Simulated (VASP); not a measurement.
# A VASP study of La2ZnIrO6 (LDA): structure first, properties next, part 7 of 7

Wanted: the relaxed cell of La2ZnIrO6 and its properties. The start is a computed cell from the Materials Project.

VASP 6.6.1, plane waves and PAW; the level of theory is named at each step.

So far. Step 5 (Band structure (LDA)): There is no gap at this level. Step 6 (Total and projected DOS (LDA)): The finer mesh and the other smearing move the Fermi level by +0.00 eV from the 6×5×4 run, a small shift, which tests the Fermi level alone. Of the states within 0.3 eV of the Fermi level, the largest shares in the PAW spheres are Ir d 52 % and O p 30 %. The rest lies in smaller channels or between the spheres.

## Step 8: Bands along the symmetry lines (TB-mBJ)

This step: TB-mBJ, no spin polarisation; plane waves and PAW (La, Zn, Ir, O) (VASP 6.6.1).

Levels along the symmetry lines show where the bands peak and cross; KPOINTS_OPT computes them in the converged potential. TB-mBJ is a local potential fitted to gaps: it costs far less than a hybrid but gives no energy.

INCAR

```
SYSTEM = La2ZnIrO6
PREC = Accurate
ENCUT = 520
EDIFF = 1E-06
NELM = 150
ISMEAR = 0
SIGMA = 0.05
LREAL = .FALSE.
ALGO = Normal
METAGGA = MBJ
LASPH = .TRUE.
NBANDS = 123
LORBIT = 11
LWAVE = .FALSE.
LCHARG = .FALSE.
KPAR = 8
```

POSCAR

```
La2ZnIrO6
1.0
    5.4601286630      0.0000000000     -0.0012903367
    0.0000000000      5.6853172159      0.0000000000
   -5.4490446291      0.0000000000      7.7941421253
La Zn Ir O
4 2 2 12
Direct
    0.7346167706      0.5584615570      0.2492856674
    0.2653832294      0.0584615570      0.2507143326
    0.7346167706      0.9415384430      0.7492856674
    0.2653832294      0.4415384430      0.7507143326
    0.5000000000      0.5000000000      0.5000000000
    0.5000000000      0.0000000000      0.0000000000
    0.0000000000      0.5000000000      0.0000000000
    0.0000000000      0.0000000000      0.5000000000
    0.8408482302      0.5213640216      0.7517551616
    0.1591517698      0.0213640216      0.7482448384
    0.1591517698      0.4786359784      0.2482448384
    0.8408482302      0.9786359784      0.2517551616
    0.6557133287      0.7994175567      0.4532746962
    0.3442866713      0.2994175567      0.0467253038
    0.3442866713      0.2005824433      0.5467253038
    0.6557133287      0.7005824433      0.9532746962
    0.7584099427      0.2075213022      0.9519222475
    0.2415900573      0.7075213022      0.5480777525
    0.2415900573      0.7924786978      0.0480777525
    0.7584099427      0.2924786978      0.4519222475
```

KPOINTS

```
Automatic mesh
0
Gamma
6 5 4
0 0 0
```

KPOINTS_OPT

```
Line mode
12
Line-mode
Reciprocal
  0.00000000   0.00000000   0.00000000 GAMMA
  0.00000000   0.00000000  -0.50000000 Y

  0.00000000   0.00000000  -0.50000000 Y
 -0.49958521   0.00000000  -0.00126045 H

 -0.49958521   0.00000000  -0.00126045 H
 -0.50000000   0.00000000   0.00000000 C

 -0.50000000   0.00000000   0.00000000 C
 -0.50000000  -0.50000000   0.00000000 E

 -0.50000000  -0.50000000   0.00000000 E
 -0.50041479  -0.50000000   0.00126045 M1

 -0.50041479  -0.50000000   0.00126045 M1
 -0.50000000  -0.50000000   0.50000000 A

 -0.50000000  -0.50000000   0.50000000 A
 -0.50000000   0.00000000   0.50000000 X

 -0.50000000   0.00000000   0.50000000 X
 -0.50041479   0.00000000   0.00126045 H1

 -0.49958521  -0.50000000  -0.00126045 M
  0.00000000  -0.50000000  -0.50000000 D

  0.00000000  -0.50000000  -0.50000000 D
  0.00000000  -0.50000000   0.00000000 Z

  0.00000000   0.00000000  -0.50000000 Y
  0.00000000  -0.50000000  -0.50000000 D
```

PAW data sets: La, Zn, Ir and O (LDA family, release 64).

Command:

```console
> mpirun -np 8 vasp_std
```

Log:

```text
[banner, memory and clock lines left out]
running    8 mpi-ranks, on    1 nodes
[...]
[... a notice as in an earlier step ...]

 [... a notice as in an earlier step ...]

|                                                                             |
|               ----> ADVICE to this user running VASP <----                  |
|                                                                             |
|     You enforced a specific xc type in the INCAR file but a different       |
|     [... a line on the potential file left out ...]
|     I HOPE YOU KNOW WHAT YOU ARE DOING!                                     |
|                                                                             |

 LDA part: xc-table for (None), standard interpolation
 POSCAR, INCAR and KPOINTS ok, starting setup
[...]
entering main loop
       N       E                     dE             d eps       ncg     rms          rms(c)
DAV:   1     0.112651716059E+04    0.11265E+04   -0.53236E+04 12564   0.219E+03
DAV:   2    -0.489952912378E+03   -0.16165E+04   -0.13850E+04 10716   0.575E+02
DAV:   3    -0.107158872842E+04   -0.58164E+03   -0.48914E+03 10460   0.245E+02
DAV:   4    -0.122171463267E+04   -0.15013E+03   -0.12487E+03 13166   0.117E+02
[...]
DAV:   8    -0.137199606066E+04    0.23703E+03   -0.24622E+02 18416   0.943E+01    0.936E+01
DAV:   9    -0.126275274466E+04    0.10924E+03   -0.12861E+02 18157   0.536E+01    0.867E+01
DAV:  10    -0.122318828652E+04    0.39564E+02   -0.41113E+01 19253   0.561E+01    0.537E+01
[... 130 further cycles ...]
DAV: 141    -0.118414265183E+04    0.58060E+03   -0.22464E+03 20402   0.337E+02    0.614E+01
DAV: 142    -0.385395732650E+04   -0.26698E+04   -0.15949E+04 19596   0.175E+03    0.747E+01
DAV: 143    -0.114497757752E+04    0.27090E+04   -0.37253E+03 18052   0.335E+02    0.274E+02
DAV: 144    -0.186807345565E+04   -0.72310E+03   -0.48665E+03 18040   0.109E+03    0.739E+01
[...]
DAV: 148    -0.140301335135E+04   -0.24064E+03   -0.25094E+03 18212   0.578E+02    0.373E+01
DAV: 149    -0.129632382762E+04    0.10669E+03   -0.17812E+03 19792   0.371E+02    0.963E+01
DAV: 150    -0.115033673123E+04    0.14599E+03   -0.79376E+02 19496   0.178E+02
|                                                                             |
|           W    W    AA    RRRRR   N    N  II  N    N   GGGG   !!!           |
|           W    W   A  A   R    R  NN   N  II  NN   N  G    G  !!!           |
|           W    W  A    A  R    R  N N  N  II  N N  N  G       !!!           |
|           W WW W  AAAAAA  RRRRR   N  N N  II  N  N N  G  GGG   !            |
|           WW  WW  A    A  R   R   N   NN  II  N   NN  G    G                |
|           W    W  A    A  R    R  N    N  II  N    N   GGGG   !!!           |
|                                                                             |
|     The electronic self-consistency was not achieved in the given           |
|     number of steps (NELM). The forces and other quantities evaluated       |
|     might not be reliable so examine the results carefully. If you find     |
|     spurious results, we suggest increasing NELM, if you were close to      |
|     convergence or switching to a different ALGO or adjusting the           |
|     density mixing parameters otherwise.                                    |
|                                                                             |

   1 F= -.11503367E+04 E0= -.11503266E+04  d E =-.201775E-01
 Start KPOINTS_OPT (optional k-point list driver)
k-point batch [1-42\132]
       N       E                     dE             ncg
DAV:   1     0.162207165887E+06    0.62599E+05    13865
DAV:   2     0.438328019215E+05   -0.11837E+06    16028
DAV:   3     0.208898295586E+05   -0.22943E+05    20344
DAV:   4     0.172124546656E+05   -0.36774E+04    20664
[...]
DAV:  19     0.160770363178E+05   -0.38616E-05    11456
DAV:  20     0.160770363165E+05   -0.13514E-05    10592
DAV:  21     0.160770363155E+05   -0.98421E-06    10584
[...]
k-point batch [127-132\132]
       N       E                     dE             ncg
DAV:   1     0.131847373539E+06    0.55713E+04     2031
DAV:   2     0.115202686982E+06   -0.16645E+05     2308
DAV:   3     0.112007825032E+06   -0.31949E+04     2918
DAV:   4     0.111477371325E+06   -0.53045E+03     2949
[...]
DAV:  17     0.111309370816E+06   -0.95019E-05     2632
DAV:  18     0.111309370814E+06   -0.25627E-05     2072
DAV:  19     0.111309370813E+06   -0.62566E-06     1728
```

It took 55 min on 8 MPI ranks of Intel Xeon 6975P-C (Granite Rapids), shared host; peak memory 14 GiB.

OUTCAR, selected parts (step 8):

```text
 k-point     1 :       0.0000    0.0000    0.0000
  band No.  band energies     occupation
    ...
     74      10.1155      2.00000
     75      10.1499      2.00000
     76      10.6893      2.00000
     77      10.9688      2.00000
     78      11.0936      2.00000
     79      11.4269      0.00033
     80      11.5299      0.00000
     81      14.0840      0.00000
     82      15.3819      0.00000
     83      16.2273      0.00000
    ...

  Total       76.7684820    195.8720810    106.7046815      0.0000000      0.0000000     -5.3894243
  in kB      508.4396312   1297.2658314    706.7078502      0.0000000      0.0000000    -35.6942960
  external PRESSURE =     837.4711043 kB  Pullay stress =       0.0000000 kB

 POSITION                                       TOTAL-FORCE (eV/Angst)
 -----------------------------------------------------------------------------------
      2.65273      3.17503      1.94202        78.576654     15.852631    -27.813316
      0.08287      0.33237      1.95376       -78.576654     15.852631     27.813316
     -0.07179      5.35294      5.83909        78.576654    -15.852631    -27.813316
     -2.64165      2.51029      5.85083       -78.576654    -15.852631     27.813316
      0.00554      2.84266      3.89643         0.000000      0.000000      0.000000
      2.73006      0.00000     -0.00065         0.000000      0.000000      0.000000
      0.00000      2.84266      0.00000         0.000000      0.000000      0.000000
     -2.72452      0.00000      3.89707         0.000000      0.000000      0.000000
      0.49479      2.96412      5.85820         5.545282      6.709647      1.991236
     -3.20823      0.12146      5.83172        -5.545282      6.709647     -1.991236
     -0.48371      2.72120      1.93465        -5.545282     -6.709647     -1.991236
      3.21931      5.56386      1.96113         5.545282     -6.709647      1.991236
      1.11037      4.54494      3.53204         1.793620      1.810936      0.024830
      1.62524      1.70228      0.36374        -1.793620      1.810936     -0.024830
[...]
-----------------------------------------------------------------------------------
    total drift:                                0.000000      0.000000     -0.000000

  FREE ENERGIE OF THE ION-ELECTRON SYSTEM (eV)
  ---------------------------------------------------
  free  energy   TOTEN  =     -1150.3367312289 eV

  energy  without entropy=    -1150.3165536802  energy(sigma->0) =    -1150.32664245

[... 9 parts as in an earlier step ...]

[... 10 further parts left out ...]
[key lines of the parts left out:]
E-fermi :  11.3000
```

The electronic loop ended without reaching EDIFF, so its numbers are not used.

## Step 9: Bands along the symmetry lines (LDA) with a changed input

This step: LDA, no spin polarisation; plane waves and PAW (La, Zn, Ir, O) (VASP 6.6.1).

The mesh alone shows little of the dispersion and can miss band extrema, so KPOINTS_OPT adds a path through the symmetry points after the self-consistent cycle. Some settings are moved from the usual, to see what they do.

INCAR

```
SYSTEM = La2ZnIrO6
PREC = Accurate
ENCUT = 520
EDIFF = 1E-06
NELM = 100
ISMEAR = 0
SIGMA = 0.05
LREAL = .FALSE.
ALGO = Normal
GGA = CA
NBANDS = 123
LASPH = .TRUE.
LORBIT = 11
LWAVE = .FALSE.
LCHARG = .FALSE.
KPAR = 8
LMAXMIX = 4
```

POSCAR is that of step 8.

KPOINTS

```
Automatic mesh
0
Gamma
2 2 1
0 0 0
```

KPOINTS_OPT is that of step 8.

Command:

```console
> mpirun -np 8 vasp_std
```

Log:

```text
[... set-up lines as in an earlier step ...]
 entering main loop
       N       E                     dE             d eps       ncg     rms          rms(c)
DAV:   1     0.228597111862E+04    0.22860E+04   -0.53282E+04  1174   0.209E+03
DAV:   2     0.648090863525E+03   -0.16379E+04   -0.13859E+04  1064   0.534E+02
DAV:   3     0.275008923170E+00   -0.64782E+03   -0.52459E+03  1000   0.256E+02
DAV:   4    -0.169248695653E+03   -0.16952E+03   -0.15415E+03  1242   0.127E+02
DAV:   5    -0.184612619973E+03   -0.15364E+02   -0.15053E+02  1600   0.464E+01    0.573E+01
DAV:   6    -0.164210753574E+03    0.20402E+02   -0.13258E+02  1776   0.531E+01    0.341E+01
DAV:   7    -0.162174233274E+03    0.20365E+01   -0.30964E+01  1744   0.322E+01    0.183E+01
DAV:   8    -0.162022875089E+03    0.15136E+00   -0.60518E+00  1592   0.172E+01    0.525E+00
DAV:   9    -0.161934504598E+03    0.88370E-01   -0.11216E+00  1448   0.118E+01    0.202E+00
DAV:  10    -0.161968449463E+03   -0.33945E-01   -0.46361E-01  1736   0.233E+00    0.762E-01
DAV:  11    -0.161970633127E+03   -0.21837E-02   -0.35786E-02  1800   0.721E-01    0.328E-01
DAV:  12    -0.161970590647E+03    0.42480E-04   -0.42472E-03  1688   0.282E-01    0.144E-01
DAV:  13    -0.161970525673E+03    0.64975E-04   -0.76678E-04  1656   0.170E-01    0.463E-02
DAV:  14    -0.161970547585E+03   -0.21912E-04   -0.31901E-04  1672   0.602E-02    0.298E-02
DAV:  15    -0.161970545354E+03    0.22301E-05   -0.38456E-05  1720   0.295E-02    0.133E-02
DAV:  16    -0.161970544432E+03    0.92254E-06   -0.15903E-05  1576   0.235E-02    0.454E-03
DAV:  17    -0.161970544515E+03   -0.82695E-07   -0.24861E-06   736   0.723E-03
   1 F= -.16197054E+03 E0= -.16195873E+03  d E =-.236193E-01
 Start KPOINTS_OPT (optional k-point list driver)
k-point batch [1-4\132]
       N       E                     dE             ncg
DAV:   1     0.840237785223E+04    0.67785E+04     1150
DAV:   2     0.195549503494E+04   -0.64469E+04     1056
DAV:   3    -0.518550495179E+03   -0.24740E+04     1008
DAV:   4    -0.111099701024E+04   -0.59245E+03     1308
DAV:   5    -0.116234872352E+04   -0.51352E+02     1656
DAV:   6    -0.116559221262E+04   -0.32435E+01     1896
DAV:   7    -0.116578340706E+04   -0.19119E+00     1800
DAV:   8    -0.116579928476E+04   -0.15878E-01     1880
DAV:   9    -0.116580045196E+04   -0.11672E-02     1776
DAV:  10    -0.116580055739E+04   -0.10543E-03     1880
DAV:  11    -0.116580056506E+04   -0.76686E-05     1648
DAV:  12    -0.116580056556E+04   -0.49464E-06     1112
[...]
k-point batch [129-132\132]
       N       E                     dE             ncg
DAV:   1     0.845406176352E+04   -0.41605E+04     1152
DAV:   2     0.197156385313E+04   -0.64825E+04     1040
DAV:   3    -0.504367015380E+03   -0.24759E+04     1008
DAV:   4    -0.110803342578E+04   -0.60367E+03     1242
DAV:   5    -0.116321643528E+04   -0.55183E+02     1568
DAV:   6    -0.116756603380E+04   -0.43496E+01     1968
DAV:   7    -0.116775327175E+04   -0.18724E+00     1664
DAV:   8    -0.116776977805E+04   -0.16506E-01     1968
DAV:   9    -0.116777070642E+04   -0.92837E-03     1600
DAV:  10    -0.116777080188E+04   -0.95466E-04     1968
DAV:  11    -0.116777080811E+04   -0.62246E-05     1416
DAV:  12    -0.116777080855E+04   -0.44606E-06     1112
```

The job ended after 13 min (8 MPI ranks; peak memory 4.1 GiB; 1.7 h of CPU time).

OUTCAR, selected parts (step 9):

```text
   k-points           NKPTS =      4   k-points in BZ     NKDIM =      4   number of bands    NBANDS=    123

   NELECT =     158.0000    total number of electrons

 E-fermi :   7.3226

 k-point     1 :       0.0000    0.0000    0.0000
  band No.  band energies     occupation
    ...
     75       6.6589      2.00000
     76       7.0391      2.00000
     77       7.0746      2.00000
     78       7.2743      1.82802
     79       7.3101      1.27702
     80       7.4971      0.00000
     81       9.5878      0.00000
     82      10.5506      0.00000
     83      10.7311      0.00000
     84      10.7706      0.00000
    ...

  Total        0.1761310     -1.3856055      1.4049430      0.0000000      0.0000000     -0.7987244
  in kB        1.1665199     -9.1769012      9.3049740      0.0000000      0.0000000     -5.2899723
  external PRESSURE =       0.4315309 kB  Pullay stress =       0.0000000 kB

 POSITION                                       TOTAL-FORCE (eV/Angst)
 -----------------------------------------------------------------------------------
      2.65273      3.17503      1.94202         0.097176      0.028029     -0.042655
      0.08287      0.33237      1.95376        -0.097176      0.028029      0.042655
     -0.07179      5.35294      5.83909         0.097176     -0.028029     -0.042655
     -2.64165      2.51029      5.85083        -0.097176     -0.028029      0.042655
      0.00554      2.84266      3.89643         0.000000      0.000000      0.000000
      2.73006      0.00000     -0.00065         0.000000      0.000000      0.000000
      0.00000      2.84266      0.00000         0.000000      0.000000      0.000000
     -2.72452      0.00000      3.89707         0.000000      0.000000      0.000000
      0.49479      2.96412      5.85820         0.080269      0.019581     -0.166887
     -3.20823      0.12146      5.83172        -0.080269      0.019581      0.166887
     -0.48371      2.72120      1.93465        -0.080269     -0.019581      0.166887
      3.21931      5.56386      1.96113         0.080269     -0.019581     -0.166887
      1.11037      4.54494      3.53204         0.051554      0.031490      0.025598
      1.62524      1.70228      0.36374        -0.051554      0.031490     -0.025598
     -1.09928      1.14037      4.26081        -0.051554     -0.031490     -0.025598
     -1.61416      3.98303      7.42911         0.051554     -0.031490      0.025598
     -1.04605      1.17982      7.41844         0.045436      0.183786      0.017298
     -1.66739      4.02248      4.27148        -0.045436      0.183786     -0.017298
      1.05713      4.50549      0.37441        -0.045436     -0.183786     -0.017298
      1.67847      1.66283      3.52137         0.045436     -0.183786      0.017298
 -----------------------------------------------------------------------------------
    total drift:                                0.000000      0.000000     -0.000000

  FREE ENERGIE OF THE ION-ELECTRON SYSTEM (eV)
  ---------------------------------------------------
  free  energy   TOTEN  =      -161.9705445146 eV

  energy  without entropy=     -161.9469252382  energy(sigma->0) =     -161.95873488

[... 7 parts as in an earlier step ...]

[... 7 further parts left out ...]
```

The run converged, and its energy and pressure stay near those of the sound run.

Against the sound run on this cell (band structure (LDA)) the energy at zero smearing moves by +1.4 meV an atom and the pressure by +0.00 GPa.

Settings moved from the usual: LMAXMIX = 4 and k-mesh = 2×2×1. KPOINTS differs too.

The mesh holds 4 irreducible points against 42. LMAXMIX acts on the way to self-consistency or on speed; a fully converged result doesn't depend on them, though slow mixing can meet EDIFF with the stress still off.

## Step 10: Summary of results

```yaml
relaxed_volume: 12.10 Å³/atom
relaxed_conventional_cell_a_b_c: 5.460, 5.685, 9.510 Å; angles 90.0, 125.0, 90.0°
space_group_after_relaxing_within_0p02_a: P2_1/c (No. 14)
band_gap: none, a metal
dos_at_the_fermi_level: 18.5 states/eV/cell
```

In words: With LDA, La2ZnIrO6 relaxes to 12.10 Å³/atom in space group P2_1/c (held by the symmetry of the run) and comes out as a metal. Not obtained: bands along the symmetry lines (TB-mBJ), because the run did not converge. Band structure (LDA): Of the bands kept, 2 cross the Fermi level on this path. Spin-orbit coupling is left out, and with elements this heavy it would split and shift bands near the Fermi level. Magnetism was not tested. No search among competing phases was made, and a listed structure need not be the one stable at ambient conditions. All values are for a static lattice at zero temperature.

[Lines on the potential files, build, host, timing and source positions are cut from VASP's logs without a mark.]

[Logs are printed without paths, hosts, clocks, repeated set-up lines and the standing remarks that a program may print on its own settings, such as how far it seeks lower states.]

[Hosts, paths, dates, database ids (printed as entryN), source tags and the programs' standing remarks are cut or masked in the printed files.]

[A measured line is paired with the nearest computed mode of its activity, which favours agreement.]

[In band tables of VASP the shares of atoms and orbitals are scaled to a sum of 1 inside the atoms' spheres.]
